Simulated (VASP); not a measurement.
VASP runs on Dy (hcp) share one base input (PBE GGA, plane waves, VASP's PBE PAW potentials (set 64)) and change the settings named in each case.

**INCAR**
```
ALGO=Normal   ! blocked Davidson
ISIF=2
LCHARG=.False.
SIGMA=0.1
LASPH=.True.
ISMEAR=1
PREC=Accurate
ENCUT=400
EDIFF=1E-6
GGA=PE   ! PBE
NELM=100
LREAL=.False.   ! projection in real space or not
SYSTEM=Dy
LWAVE=.False.
LMAXMIX=6
```

POSCAR:
```
Dy
1
    1.7950000000    -3.1090310000     0.0000000000
    1.7950000000     3.1090310000     0.0000000000
    0.0000000000     0.0000000000     5.6500000000
Dy
2
Direct
  0.3333330000   0.6666670000   0.2500000000
  0.6666670000   0.3333330000   0.7500000000
```

KPOINTS:
```
Automatic mesh
0
G
11 11 6
```

POTCAR, in this order: Dy_3 (PBE.64 set). Program: vasp_std.

| change | electronic steps |
|---|---|
| base run | 11 |
| AMIX = 0.6, BMIX = 1.0, IMIX = 4 | 11 |
| AMIX = 0.2, BMIX = 1.0, IMIX = 4 | 12 |
| AMIX = 1.0, BMIX = 0.0001, IMIX = 4 | 12 |
| AMIX = 0.1, BMIX = 0.0001, IMIX = 4 | 13 |
| AMIX = 0.05, BMIX = 3.0, IMIX = 4 | 12 |
 The 4f electrons are frozen in the core of the lanthanide potential, so 4f levels, which can set the real gap, and their magnetism are missing.

Left out are runs that ran out of time, are held back, or changed the cell or the kind of run, fixed moments of cells without a moment, rows past the twelfth, gaps on odd meshes, pressures of charged cells and columns that move by less than the noise.

The compound is Dy in the hcp structure. The cell was not relaxed at this level.
